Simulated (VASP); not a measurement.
# LiY3 (Fm-3m) in VASP: further runs

The runs below take LiY3 through single point, with LDA.

Everything below comes from runs of VASP 6.6.1. Logs are shortened: lines on timing, memory, paths and dates and some standing lists are left out, and cuts for length are marked.

### 1 Starting point

It takes space group Fm-3m (No. 225, cubic). Conventional cell: a = 7.902 Å, b = 7.902 Å, c = 7.902 Å, α = 90.00°, β = 90.00°, γ = 90.00°. Li (site symmetry m-3m) has 8 Y at 3.42 Å as nearest neighbours. Y (site symmetry -43m) is surrounded by 4 Li at 3.42 Å and 4 Y at 3.42 Å. Y (site symmetry m-3m) has 8 Y at 3.42 Å as nearest neighbours.

The cell comes from a database or a generator and needn't be the stable form of this composition.

### 2 Single point, LDA

INCAR

```
SYSTEM = LiY3
PREC = Accurate ; ENCUT = 520
EDIFF = 1E-7 ; ISMEAR = 1
SIGMA = 0.15 ; LREAL = .FALSE.
LASPH = .TRUE. ; NELM = 100
ALGO = Normal ; ISIF = 2
LWAVE = .FALSE. ; LCHARG = .FALSE.
GGA = CA ; NBANDS = 26
```

KPOINTS

```
regular mesh
0
G
  5 5 5
  0 0 0
```

POSCAR

```
LiY3
1.0
    0.0000000000      3.9511697010      3.9511697010
    3.9511697010      0.0000000000      3.9511697010
    3.9511697010      3.9511697010      0.0000000000
Li Y
1 3
Direct
    0.0000000000      0.0000000000      0.0000000000
    0.2500000000      0.2500000000      0.2500000000
    0.7500000000      0.7500000000      0.7500000000
    0.5000000000      0.5000000000      0.5000000000
```

Potentials or basis: VASP PAW LDA potentials, release 64 (Li_sv, Y_sv).

Launch:

```console
cat potpaw_LDA.64/Li_sv/POTCAR potpaw_LDA.64/Y_sv/POTCAR > POTCAR
mpirun -np 1 vasp_std > vasp.out
```

OUTCAR:

```text
SYSTEM = LiY3
   PREC = Accurate
   ENCUT = 520
   EDIFF = 1E-7
   ISMEAR = 1
   LREAL = .FALSE.
   LASPH = .TRUE.
   NELM = 100
   ISIF = 2
   GGA = CA

 ion  position               nearest neighbor table
   1  0.000  0.000  0.000-   3 3.42   3 3.42   3 3.42   2 3.42   3 3.42   2 3.42   2 3.42   2 3.42

   2  0.250  0.250  0.250-   1 3.42   1 3.42   1 3.42   1 3.42   4 3.42   4 3.42   4 3.42   4 3.42
                             3 3.95   3 3.95   3 3.95   3 3.95   3 3.95   3 3.95
   3  0.750  0.750  0.750-   4 3.42   4 3.42   4 3.42   1 3.42   4 3.42   1 3.42   1 3.42   1 3.42
                             2 3.95   2 3.95   2 3.95   2 3.95   2 3.95   2 3.95
   4  0.500  0.500  0.500-   2 3.42   2 3.42   2 3.42   2 3.42   3 3.42   3 3.42   3 3.42   3 3.42

  LATTYP: Found a face centered cubic cell.
 ALAT       =     7.9023394020

  Lattice vectors:

 A1 = (   0.0000000000,   3.9511697010,   3.9511697010)
 A2 = (   3.9511697010,   0.0000000000,   3.9511697010)
 A3 = (   3.9511697010,   3.9511697010,   0.0000000000)

Analysis of symmetry for initial positions (statically):
=====================================================================
 Subroutine PRICEL returns:
 Original cell was already a primitive cell.

 Routine SETGRP: Setting up the symmetry group for a
 face centered cubic supercell.

 Subroutine GETGRP returns: Found 48 space group operations
 (whereof 48 operations were pure point group operations)
 out of a pool of 48 trial point group operations.

The static configuration has the point symmetry O_h .

Analysis of symmetry for dynamics (positions and initial velocities):
=====================================================================
 Subroutine PRICEL returns:
 Original cell was already a primitive cell.

 Routine SETGRP: Setting up the symmetry group for a
 face centered cubic supercell.

 Subroutine GETGRP returns: Found 48 space group operations
 (whereof 48 operations were pure point group operations)
 out of a pool of 48 trial point group operations.

The dynamic configuration has the point symmetry O_h .

 Subroutine INISYM returns: Found 48 space group operations
 (whereof 48 operations are pure point group operations),
 and found     1 'primitive' translations

----------------------------------------------------------------------------------------

                                     Primitive cell

  volume of cell :     123.3693

  direct lattice vectors                    reciprocal lattice vectors
[... 78 lines left out ...]
   EDIFFG = 0.1E-05   stopping-criterion for IOM
   NSW    =      0    number of steps for IOM
   IBRION =     -1    ionic relax: 0-MD 1-quasi-New 2-CG
   NFREE  =      0    steps in history (QN), initial steepest desc. (CG)
   ISIF   =      2    stress and relaxation
   ISYM   =      2    0-nonsym 1-usesym 2-fastsym
   POTIM  = 0.5000    time-step for ionic-motion
   TEBEG  =    0.0;   TEEND  =   0.0 temperature during run
   PSTRESS=    0.0 pullay stress
   NELECT =      36.0000    total number of electrons
   NUPDOWN=      -1.0000    fix difference up-down
   EMIN   =  10.00;   EMAX   =-10.00  energy-range for DOS
   EFERMI =   0.00;   METHOD = LEGACY
   ISMEAR =     1;   SIGMA  =   0.15  broadening in eV -4-tet -1-fermi 0-gaus
   EFERMI_NEDOS =   21; number of points for ismear=-14 and -15
   IALGO  =     38    algorithm
   IMIX   =      4    mixing-type and parameters
     AMIX     =   0.40;   BMIX     =  1.00
     AMIX_MAG =   1.60;   BMIX_MAG =  1.00
  volume/ion in A,a.u.               =      30.84       208.13
  Fermi-wavevector in a.u.,A,eV,Ry     =   1.085859  2.051975 16.042481  1.179089
  Thomas-Fermi vector in A             =   2.221982
   LORBIT       =      0    0 simple, 1 ext, 2 COOP (PROOUT), +10 PAW based schemes
   GGA     = CA    functional components
   LHFCALC =     F    Hartree Fock is set to
   AEXX    =    0.0000 exact exchange contribution
   IVDW    =     0    specifies the selected vdW correction
   LEPSILON=     F    determine dielectric tensor
   LRPA    =     F    only Hartree local field effects (RPA)
 non-spin polarized calculation
 Methfessel and Paxton  Order N= 1 SIGMA  =   0.15
  energy-cutoff  :      520.00
  volume of cell :      123.37
 maximum number of plane-waves:      3335
 NGX is ok and might be reduce to    42
   NGX = 21   NGY = 21   NGZ = 21

 number of electron      36.0000004 magnetization

 Free energy of the ion-electron system (eV)
  ---------------------------------------------------
  ext. energy  EPLUGINS =         0.00000000
  ---------------------------------------------------
  free energy    TOTEN  =       -21.92907510 eV

  energy without entropy =      -21.94588969  energy(sigma->0) =      -21.93467996

 E-fermi :   2.3004     XC(G=0):  -9.0870

 val. band max:        2.2082868631   @ k =  -0.4000   0.4000   0.2000
 cond. band min:       2.4029328436   @ k =   0.2000   0.0000   0.0000
 fundamental gap:      0.1946459805
 Fermi energy:         2.3004033217

 k-point     1 :       0.0000    0.0000    0.0000
  band No.  band energies     occupation
      1     -42.5544      2.00000
      2     -40.5287      2.00000
      3     -40.4940      2.00000
      4     -40.3327      2.00000
      5     -20.6847      2.00000
      6     -20.6847      2.00000
[... 279 lines left out ...]
     25       4.7101     -0.00000
     26       5.1771     -0.00000

------------------------ aborting loop because EDIFF is reached ----------------------------------------

  FORCE on cell =-STRESS in cart. coord.  units (eV):
  Direction    XX          YY          ZZ          XY          YZ          ZX
  --------------------------------------------------------------------------------------
  -------------------------------------------------------------------------------------
  Total       -3.2227031     -3.2227031     -3.2227031     -0.0000000      0.0000000     -0.0000000
  in kB      -41.8527348    -41.8527348    -41.8527348     -0.0000000      0.0000000     -0.0000000
  external PRESSURE =     -41.8527348 kB  Pullay stress =       0.0000000 kB

 VOLUME and BASIS-vectors are now :
 -----------------------------------------------------------------------------
  energy-cutoff  :      520.00
  volume of cell :      123.37
      direct lattice vectors                 reciprocal lattice vectors
     0.000000000  3.951169701  3.951169701    -0.126544805  0.126544805  0.126544805
     3.951169701  0.000000000  3.951169701     0.126544805 -0.126544805  0.126544805
     3.951169701  3.951169701  0.000000000     0.126544805  0.126544805 -0.126544805

 POSITION                                       TOTAL-FORCE (eV/Angst)
 -----------------------------------------------------------------------------------
      0.00000      0.00000      0.00000        -0.000000     -0.000000     -0.000000
      1.97558      1.97558      1.97558         0.000000     -0.000000     -0.000000
      5.92675      5.92675      5.92675         0.000000      0.000000      0.000000
      3.95117      3.95117      3.95117        -0.000000     -0.000000     -0.000000
 -----------------------------------------------------------------------------------
    total drift:                               -0.000000     -0.000000      0.000000

  FREE ENERGIE OF THE ION-ELECTRON SYSTEM (eV)
  ---------------------------------------------------
  free  energy   TOTEN  =       -21.9290751011 eV

  energy  without entropy=      -21.9458896903  energy(sigma->0) =      -21.93467996
```

It took 41 s on 1 thread of Intel Xeon Platinum 8375C at 2.90GHz (Ice Lake), shared host; peak memory 0.23 GiB.

What came out:

```
Free energy            : -21.9291 eV
Band gap on the k mesh : none (metal or under the smearing width)
```

Caveat: the cutoff is under 1.25 times the usual one of these potentials, so pressure, stress and relaxed cells hold a basis-set (Pulay) error.

### 3 Single point, LDA

This run uses another cell than the first one, of 29.95 Å³/atom, 0.971 times its volume.

INCAR

```
PREC = Accurate
ENCUT = 520
EDIFF = 1E-6
ISMEAR = 1
SIGMA = 0.15
LREAL = F
LASPH = T
NELM = 100
ALGO = Normal
ISIF = 2
LWAVE = F
LCHARG = T
LELF = T
LVHAR = T
NBANDS = 26
```

KPOINTS

```
Automatic mesh
0
Gamma
  5 5 5
```

POSCAR

```
LiY3
1.0
    0.0000000000      3.9128064075      3.9128064075
    3.9128064075      0.0000000000      3.9128064075
    3.9128064075      3.9128064075      0.0000000000
Li Y
1 3
Direct
    0.0000000000      0.0000000000      0.0000000000
    0.2500000000      0.2500000000      0.2500000000
    0.7500000000      0.7500000000      0.7500000000
    0.5000000000      0.5000000000      0.5000000000
```

Potentials or basis: VASP PAW LDA potentials, release 64 (Li_sv, Y_sv).

Launch:

```console
cat potpaw_LDA.64/Li_sv/POTCAR potpaw_LDA.64/Y_sv/POTCAR > POTCAR
mpirun -np 1 vasp_std > vasp.out
```

Wall time 37 s (1 thread of Intel Xeon Platinum 8375C at 2.90GHz (Ice Lake), shared host); peak memory 0.23 GiB.

Results (log left out):

| Item | Value |
| --- | --- |
| Free energy | -22.0136 eV |
| Band gap on the k mesh | none (metal or under the smearing width) |

Levels at points of the mesh, in eV from the Fermi level:
```
           k point  band 14  band 15  band 16  band 17  band 18  band 19  band 20  band 21  band 22  band 23
(0.00, 0.00, 0.00)    -4.50    -0.88    -0.88    -0.40    -0.40    -0.40     0.50     0.50     0.50     3.37
```

Caveat: the cutoff is under 1.25 times the usual one of these potentials, so pressure, stress and relaxed cells hold a basis-set (Pulay) error.
